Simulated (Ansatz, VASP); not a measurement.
# Si9Ge28H28 (H-capped Ge nanowire along [001] with a Si core): VASP beside Ansatz

Aim: how closely do two programs agree when they are given the same cell, functional and k mesh? The cell is taken from a series of runs on this material, whose earlier steps may have relaxed, scaled, displaced or heated it; both programs get it as it stands.

Method: plane waves, with VASP 6.6.1 beside it; PBE, in Ansatz 0.2.0.

### Step 1. Set-up

The cell holds 65 atoms: 28 Ge, 9 Si and 28 H. Cell: a = 26.501 Å, b = 26.501 Å, c = 5.658 Å, α = 90.0°, β = 90.0°, γ = 90.0°. It derives from Ge (diamond-structure). As first built, before any earlier steps moved the atoms or strained the cell (in the runner's words): round section of size parameter 6.53 A cut from diamond-structure Ge (a = 5.658 A) along [001], 1 periods, broken bonds capped with H, Si core of radius 3.59 A. Vacuum lies along a and b. The structure's axis is c.

### Step 2. Ansatz: single point, PBE

Ansatz runs on its PAW soft_1 files.

A single point takes one fixed geometry, so differences don't come from the geometry; what else differs is listed under the comparison.

Input file input.yaml:

```yaml
crystal:
  lattice:
    - [26.50091, 0.0, 0.0]
    - [0.0, 26.50091, 0.0]
    - [0.0, 0.0, 5.658]
  atoms:
    - { symbol: Ge, position: [0.35051, 0.35057, 0.25023] }
    - { symbol: Ge, position: [0.35137, 0.42548, 0.50498] }
    - { symbol: Ge, position: [0.26973, 0.42878, 0.71328] }
    - { symbol: Ge, position: [0.27152, 0.49997, 0.98943] }
    - { symbol: Ge, position: [0.35006, 0.49994, 0.23579] }
    - { symbol: Ge, position: [0.35142, 0.57441, 0.50498] }
    - { symbol: Ge, position: [0.26978, 0.57117, 0.71334] }
    - { symbol: Ge, position: [0.35061, 0.64932, 0.2503] }
    - { symbol: Ge, position: [0.49985, 0.27148, 0.51106] }
    - { symbol: Ge, position: [0.42866, 0.26974, 0.78719] }
    - { symbol: Ge, position: [0.42542, 0.35138, 0.99553] }
    - { symbol: Ge, position: [0.49988, 0.35002, 0.26472] }
    - { symbol: Si, position: [0.49991, 0.427, 0.5034] }
    - { symbol: Si, position: [0.42702, 0.42703, 0.75025] }
    - { symbol: Si, position: [0.42704, 0.49992, 0.99711] }
    - { symbol: Si, position: [0.49993, 0.49989, 0.25026] }
    - { symbol: Si, position: [0.49996, 0.57279, 0.50341] }
    - { symbol: Si, position: [0.42707, 0.5728, 0.75026] }
    - { symbol: Ge, position: [0.42551, 0.64845, 0.99554] }
    - { symbol: Ge, position: [0.49998, 0.64977, 0.26473] }
    - { symbol: Ge, position: [0.5, 0.72831, 0.51108] }
    - { symbol: Ge, position: [0.42881, 0.73009, 0.78724] }
    - { symbol: Ge, position: [0.57104, 0.26969, 0.78723] }
    - { symbol: Ge, position: [0.57435, 0.35133, 0.99552] }
    - { symbol: Ge, position: [0.64925, 0.35046, 0.25029] }
    - { symbol: Ge, position: [0.64844, 0.42538, 0.50497] }
    - { symbol: Si, position: [0.5728, 0.42698, 0.75025] }
    - { symbol: Si, position: [0.57283, 0.49987, 0.99711] }
    - { symbol: Ge, position: [0.64981, 0.49984, 0.23579] }
    - { symbol: Ge, position: [0.64849, 0.57431, 0.50498] }
    - { symbol: Si, position: [0.57285, 0.57276, 0.75025] }
    - { symbol: Ge, position: [0.57445, 0.64841, 0.99554] }
    - { symbol: Ge, position: [0.64935, 0.64923, 0.2503] }
    - { symbol: Ge, position: [0.57119, 0.73005, 0.78725] }
    - { symbol: Ge, position: [0.73008, 0.42862, 0.71332] }
    - { symbol: Ge, position: [0.72835, 0.49982, 0.98944] }
    - { symbol: Ge, position: [0.73013, 0.57102, 0.71333] }
    - { symbol: H, position: [0.30042, 0.35062, 0.10909] }
    - { symbol: H, position: [0.3505, 0.30048, 0.39134] }
    - { symbol: H, position: [0.25491, 0.378, 0.82961] }
    - { symbol: H, position: [0.22943, 0.43864, 0.51884] }
    - { symbol: H, position: [0.22308, 0.49998, 0.14532] }
    - { symbol: H, position: [0.22947, 0.56136, 0.51892] }
    - { symbol: H, position: [0.25502, 0.62195, 0.82974] }
    - { symbol: H, position: [0.30051, 0.64934, 0.10922] }
    - { symbol: H, position: [0.35067, 0.69941, 0.39147] }
    - { symbol: H, position: [0.49984, 0.22304, 0.35518] }
    - { symbol: H, position: [0.37787, 0.25497, 0.67081] }
    - { symbol: H, position: [0.43847, 0.22943, 0.9816] }
    - { symbol: H, position: [0.50002, 0.77675, 0.3552] }
    - { symbol: H, position: [0.37803, 0.74492, 0.67093] }
    - { symbol: H, position: [0.43868, 0.77039, 0.98169] }
    - { symbol: H, position: [0.62182, 0.25486, 0.67091] }
    - { symbol: H, position: [0.56117, 0.22939, 0.98169] }
    - { symbol: H, position: [0.69935, 0.35045, 0.10921] }
    - { symbol: H, position: [0.6492, 0.30038, 0.39146] }
    - { symbol: H, position: [0.69945, 0.64921, 0.10923] }
    - { symbol: H, position: [0.64932, 0.69931, 0.39148] }
    - { symbol: H, position: [0.62198, 0.74485, 0.67094] }
    - { symbol: H, position: [0.56135, 0.77035, 0.98171] }
    - { symbol: H, position: [0.74485, 0.37784, 0.82971] }
    - { symbol: H, position: [0.7704, 0.43844, 0.5189] }
    - { symbol: H, position: [0.77679, 0.4998, 0.14532] }
    - { symbol: H, position: [0.77044, 0.56118, 0.51892] }
    - { symbol: H, position: [0.74493, 0.62179, 0.82974] }
kpoints:
  mp_grid: { grid: [1, 1, 2] }
hamiltonian:
  xc: pbe
  pseudopotentials: { kind: paw, azcp: { folder: soft_1 } }
scf:
  occupations: { method: fixed }
output:
  forces: true
  populations: true
  dos:
    method: { smearing: { sigma: 0.08 } }
    de: 0.1
    projected: { site_lists: { Ge: [Ge], H: [H], Si: [Si] } }
  eigenvalues: true
```

Started as:

```bash
> ansatz run input.yaml --threads 16 --pin off --max-ram 31232MiB --backend cpu --events-out ev --progress --plain --runs-dir out
```

Numbers of over 12 decimals in the logs are rounded to 6 here.

Log:

```text
Engine: ansatz 0.2.0, aarch64-unknown-linux-gnu
Pseudopotentials: kind: paw
Pseudopotential: Ge, paw, valence charge 14, recommended cutoff 420 eV (normal), soft_1/Ge.paw.azcp
Pseudopotential: Si, paw, valence charge 4, recommended cutoff 420 eV (normal), soft_1/Si.paw.azcp
Pseudopotential: H, paw, valence charge 1, recommended cutoff 420 eV (normal), soft_1/H.paw.azcp
Functional definition: PBE
  parameter kappa = 0.804
  parameter beta = 0.066725
  exchange = pbe_x(kappa = kappa, mu = beta*pi^2/3)
  correlation = pbe_c(beta = beta)
Crystal: 65 atoms, lattice volume = 3973.603 Å³
Basis set: ecut = 420 eV, 77807 PW (Γ), exchange–correlation on 360×360×80 points (8 copies of the dense FFT grid, shifted against one another)
Bands: 293, of which v1, the nominal top of the filled ones, is band 228 counted from 1 (227 counted from 0)
Symmetry: 1 space group operations
Space group: P1 (ITA 1), of the structure as read, at distance tolerance 1.6e-4 Å
k-points: 2
Non-local potential: Ge, projectors of the file, l = 0: 2, l = 1: 2, l = 2: 3, l = 3: 1
Non-local potential: Si, projectors of the file, l = 0: 2, l = 1: 2, l = 2: 1
Non-local potential: H, projectors of the file, l = 0: 2, l = 1: 1
PAW form: soft (Blöchl's): semilocal exchange-correlation on the pseudo side does not see the compensation charge
PAW one-centre angular grid: Ge, 590 points (default); XC on 64 Gauss nodes
PAW one-centre angular grid: Si, 110 points (default); XC on 64 Gauss nodes
PAW one-centre angular grid: H, 110 points (default); XC on 64 Gauss nodes
Initial density: superposition of atomic densities (neutral atoms: chi_scale 0, normalization atom)
Initial wavefunctions: pseudopotential atomic-orbital guess
Functional: x = pbe(κ = 0.804, μ = 0.219515), c = pbe(β = 0.066725)
SCF iter   1: F=—  HF=-126426.928993 eV  |F-HF|=—  |Δ(HF+E_count)|=         —  Δρ=2.88e-2  dr2=2.76e1  ethr=3.10e-3  ⟨swp⟩=6.0  Hψ=1874  notcnv=0  defer=120
preconditioner: auto → Resta (q_TF=auto, 1.902 Å⁻¹)  ε∞=1.7  [insulator: Δε(μ)=2.046 eV  Ē_g=9.243 eV  n_scr=470 (ndim 8)  ℏωp=7.8 eV  f_vac=0.680  ε∞_Penn≈1.7  vacuum switching on, ρ_ref=6.2e-3 e/Å³]
SCF iter   2: F=—  HF=-126421.085970 eV  |F-HF|=—  |Δ(HF+E_count)|=    5.84e0  Δρ=1.30e-2  dr2=6.43e0  ethr=3.10e-3  ⟨swp⟩=2.5  Hψ=791  notcnv=0  defer=123
SCF iter   3: F=—  HF=-126420.269480 eV  |F-HF|=—  |Δ(HF+E_count)|=   8.16e-1  Δρ=3.49e-3  dr2=4.65e0  ethr=1.41e-3  ⟨swp⟩=3.0  Hψ=665  notcnv=0  defer=123
SCF iter   4: F=—  HF=-126419.633401 eV  |F-HF|=—  |Δ(HF+E_count)|=   6.36e-1  Δρ=1.40e-3  dr2=4.45e-1  ethr=1.02e-3  ⟨swp⟩=3.0  Hψ=721  notcnv=0  defer=123
SCF iter   5: F=—  HF=-126419.593649 eV  |F-HF|=—  |Δ(HF+E_count)|=   3.98e-2  Δρ=7.64e-4  dr2=1.46e-2  ethr=9.75e-5  ⟨swp⟩=4.0  Hψ=573  notcnv=0  defer=125
SCF iter   6: F=—  HF=-126419.603717 eV  |F-HF|=—  |Δ(HF+E_count)|=   1.01e-2  Δρ=2.09e-4  dr2=1.67e-3  ethr=3.21e-6  ⟨swp⟩=3.0  Hψ=650  notcnv=0  defer=125
SCF iter   7: F=—  HF=-126419.605114 eV  |F-HF|=—  |Δ(HF+E_count)|=   1.40e-3  Δρ=4.36e-5  dr2=1.04e-4  ethr=3.67e-7  ⟨swp⟩=2.5  Hψ=1008  notcnv=0  defer=125
SCF iter   8: F=—  HF=-126419.605220 eV  |F-HF|=—  |Δ(HF+E_count)|=   1.07e-4  Δρ=1.76e-5  dr2=1.80e-5  ethr=2.29e-8  ⟨swp⟩=2.0  Hψ=922  notcnv=0  defer=125
SCF iter   9: F=—  HF=-126419.604842 eV  |F-HF|=—  |Δ(HF+E_count)|=   3.78e-4  Δρ=8.05e-6  dr2=2.19e-5  ethr=3.96e-9  ⟨swp⟩=2.0  Hψ=1027  notcnv=0  defer=124
SCF iter  10: F=—  HF=-126419.604842 eV  |F-HF|=—  |Δ(HF+E_count)|=   5.57e-7  Δρ=3.16e-6  dr2=2.39e-6  ethr=3.96e-9  ⟨swp⟩=2.0  Hψ=581  notcnv=0  defer=124
SCF iter  11: F=-126419.604842 eV  HF=-126419.604842 eV  |F-HF|=6.85e-8  |Δ(HF+E_count)|=   7.35e-8  Δρ=1.09e-6  dr2=9.07e-8  ethr=2.19e-11  ⟨swp⟩=21.0  Hψ=4213  notcnv=0
SCF 1 converged in 11 iterations: F = -126419.604842 eV  dr2 = 9.07e-8
  greatest PAW one-centre occupation: 0.998 electrons in one spin orbital (limit 2), on the Ge atom at site 6 (counted from 0), in its partial waves of l = 2
SCF converged after 11 iterations
Free energy (F): -126419.604842 eV
Harris-Foulkes:  -126419.604842 eV  (|F-HF|=6.85e-8)
Internal energy: -126419.604842 eV  (E = F + TS)
E sigma→0 (E₀):  -126419.604842 eV
Fermi energy:    -2.608726 eV
--- Per-component energies (eV) ---
  E_band       = -8562.646412
  E_kinetic    = 3304.370938
  E_local      = -415068.040412  (includes V_loc(G=0)·N_el)
  E_nonlocal   = 6335.271004
  E_hartree    = 203824.508262
  E_xc         = -2738.540229
  E_vxc        = -2541.406512  (∫ρ·V_xc dr)
  E_paw        = -61018.644948  (= ΣΔE_a)
  E_vpaw       = -8241.837725  (= ΣTr[D̂ρ^β])
  E_aug_tail   = -0.025663  (compensation charges beyond the density's cutoff)
  E_ewald      = 138941.496206
  E_smearing   = -0.000000  (= −TS)
  E_closure    = -0.000000  (closes the sum)
  Σ components = -126419.604842   (vs F -126419.604842, Δ=0.00e0)
--- Forces (eV/Å), atoms counted from 1 ---
[...]
atom  43  H      0.04676709    -0.05558803     0.06276099
  atom  44  H      0.06973832    -0.03637195    -0.02405711
  atom  45  H      0.06218351    -0.02458246    -0.00625623
  atom  46  H      0.02425611    -0.06268463     0.00592012
  atom  47  H     -0.00010493     0.10607659    -0.01217183
  atom  48  H      0.03942694     0.07091305     0.02547487
  atom  49  H      0.05599500     0.04644320    -0.06225505
  atom  50  H     -0.00016493    -0.10607538    -0.01202441
  atom  51  H      0.03943216    -0.07094241     0.02552135
  atom  52  H      0.05484624    -0.04882162    -0.06448507
  atom  53  H     -0.03974610     0.07090872     0.02565653
  atom  54  H     -0.05475024     0.04924588    -0.06499452
  atom  55  H     -0.06218664     0.02442669    -0.00638791
  atom  56  H     -0.02447664     0.05979621     0.00761338
  atom  57  H     -0.06188984    -0.02420151    -0.00648601
  atom  58  H     -0.02409247    -0.06018425     0.00737076
  atom  59  H     -0.03982605    -0.07098853     0.02553570
  atom  60  H     -0.05528304    -0.04779002    -0.06367756
  atom  61  H     -0.07003187     0.03680074    -0.02430868
  atom  62  H     -0.04917255     0.05486987     0.06474514
  atom  63  H     -0.10604299     0.00006999     0.01222263
  atom  64  H     -0.04785887    -0.05531560     0.06352667
  atom  65  H     -0.07014034    -0.03698897    -0.02443950
  max |Σ_I F_I| component: 4.19e-5 eV/Å
--- Band table (eV) ---
  k-point 0: bands = [... 224 lower, -2.8071, -2.8070, -2.6933, -2.6087, -0.5731, -0.5280, -0.5279, -0.2922, ... 61 higher]
  k-point 1: bands = [... 224 lower, -3.1681, -3.1680, -3.0585, -3.0252, -0.6807, -0.2732, -0.1579, -0.1578, ... 61 higher]
--- Löwdin populations: 65 sites ---
  site symbol       q [e]
     0     Ge     13.8753
     1     Ge     14.0158
     2     Ge     13.8678
     3     Ge     13.9340
     4     Ge     14.0015
     5     Ge     14.0158
     6     Ge     13.8678
     7     Ge     13.8753
     8     Ge     13.9340
     9     Ge     13.8678
    10     Ge     14.0158
    11     Ge     14.0015
    12     Si      3.9436
    13     Si      3.9175
    14     Si      3.9436
    15     Si      3.9681
    16     Si      3.9436
    17     Si      3.9175
    18     Ge     14.0158
    19     Ge     14.0015
    20     Ge     13.9340
    21     Ge     13.8679
    22     Ge     13.8679
    23     Ge     14.0158
[...]
57      H      1.0166
    58      H      1.0096
    59      H      1.0158
    60      H      1.0095
    61      H      1.0158
    62      H      1.0048
    63      H      1.0157
    64      H      1.0095
  spilling = 0.004211 (of n_electrons = 456.000000)
```

In the SCF lines HF is the Harris–Foulkes energy and dr2 the Hartree energy of the density residual, in eV; the loop may stop once dr2 is under the threshold and the program's other checks hold. Hψ counts applications of the Hamiltonian.

(Continued in part 2 of 2.)

[Lines on the potential files, build, host, timing and source positions are cut from VASP's logs without a mark.]

[Logs are printed without paths, hosts, clocks, repeated set-up lines and the standing remarks that a program may print on its own settings, such as how far it seeks lower states.]

[Hosts, paths, dates, database ids (printed as entryN), source tags and the programs' standing remarks are cut or masked in the printed files.]
